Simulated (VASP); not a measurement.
Computed with LDA (Ceperley-Alder, Perdew-Zunger), VASP's LDA PAW potentials (set 64) (plane waves; VASP).

A VASP calculation is set up with these files.

### POSCAR
```
CoGa
1
    2.6787521435    -0.0000000000    -0.0000000000
   -0.0000000000     2.6787521435    -0.0000000000
    0.0000000000     0.0000000000     2.6787521435
Ga Co
1 1
Direct
  0.5000000000   0.5000000000   0.5000000000
  0.0000000000   0.0000000000   0.0000000000
```

**INCAR**
```
# general
SYSTEM  = CoGa
PREC    = Accurate
ENCUT   = 500
LREAL   = .FALSE.
LASPH   = .TRUE.

# electronic loop
EDIFF   = 1E-6
NELM    = 100
ALGO    = Normal
LMAXMIX = 4

# smearing
ISMEAR  = 1
SIGMA   = 0.1

# ions
IBRION  = 2
NSW     = 40
ISIF    = 3
EDIFFG  = -0.02
PSTRESS = 450

# output
LWAVE   = .FALSE.
LCHARG  = .FALSE.
```

File KPOINTS:
```
Automatic mesh
0
G
14 14 14
```

POTCAR, in this order: Ga_d Co (LDA.64 set). Program: vasp_std.

Output

File OSZICAR:
```
       N       E                     dE             d eps       ncg     rms          rms(c)
DAV:   1     0.926318659335E+02    0.92632E+02   -0.10476E+04  3936   0.268E+03
DAV:   2    -0.870868531986E+01   -0.10134E+03   -0.98907E+02  3719   0.350E+02
DAV:   3    -0.130540256137E+02   -0.43453E+01   -0.43341E+01  4167   0.794E+01
DAV:   4    -0.131183553136E+02   -0.64330E-01   -0.64320E-01  4839   0.895E+00
DAV:   5    -0.131198493841E+02   -0.14941E-02   -0.14941E-02  4464   0.119E+00    0.118E+01
DAV:   6    -0.131624253218E+02   -0.42576E-01   -0.13561E+01  4113   0.557E+01    0.718E+00
DAV:   7    -0.122280879006E+02    0.93434E+00   -0.50987E+00  3782   0.427E+01    0.331E+00
DAV:   8    -0.121682327593E+02    0.59855E-01   -0.19460E-01  4924   0.587E+00    0.638E-01
DAV:   9    -0.121633293474E+02    0.49034E-02   -0.11036E-02  5229   0.197E+00    0.992E-02
DAV:  10    -0.121631509346E+02    0.17841E-03   -0.33351E-04  4803   0.273E-01    0.573E-02
DAV:  11    -0.121631273386E+02    0.23596E-04   -0.38544E-05  4655   0.101E-01    0.995E-03
DAV:  12    -0.121631273514E+02   -0.12805E-07   -0.26935E-06  3681   0.314E-02
   1 F= -.67642989E+01 E0= -.67645265E+01  d E =-.676430E+01
```

File OUTCAR:
```
------------------------ aborting loop because EDIFF is reached ----------------------------------------
  FORCE on cell =-STRESS in cart. coord.  units (eV):
  Direction    XX          YY          ZZ          XY          YZ          ZX
  --------------------------------------------------------------------------------------
  Total        5.3727251      5.3727251      5.3727251      0.0000000      0.0000000     -0.0000000
  in kB      447.8242523    447.8242523    447.8242523      0.0000000      0.0000000     -0.0000000
  external PRESSURE =      -2.1757477 kB  Pullay stress =     450.0000000 kB
  volume of cell :       19.22
      direct lattice vectors                 reciprocal lattice vectors
     2.678752144  0.000000000  0.000000000     0.373308147  0.000000000  0.000000000
     0.000000000  2.678752144  0.000000000     0.000000000  0.373308147  0.000000000
     0.000000000  0.000000000  2.678752144     0.000000000  0.000000000  0.373308147
 POSITION                                       TOTAL-FORCE (eV/Angst)
 -----------------------------------------------------------------------------------
      1.33938      1.33938      1.33938         0.000000      0.000000      0.000000
      0.00000      0.00000      0.00000         0.000000      0.000000      0.000000
 -----------------------------------------------------------------------------------
    total drift:                               -0.000000      0.000000      0.000000
  FREE ENERGIE OF THE ION-ELECTRON SYSTEM (eV)
  ---------------------------------------------------
  free  energy   TOTEN  =       -12.1631273514 eV

  energy  without entropy=      -12.1638101040  energy(sigma->0) =      -12.16335494
  enthalpy is  TOTEN    =        -6.7642989228 eV   P V=        5.3988284285

 reached required accuracy - stopping structural energy minimisation
```
(Selected blocks of OUTCAR.)

The compound is CoGa in the CsCl type structure. It was relaxed first under an external pressure of 45 GPa. The run is not spin-polarised, so no magnetic state was tried.
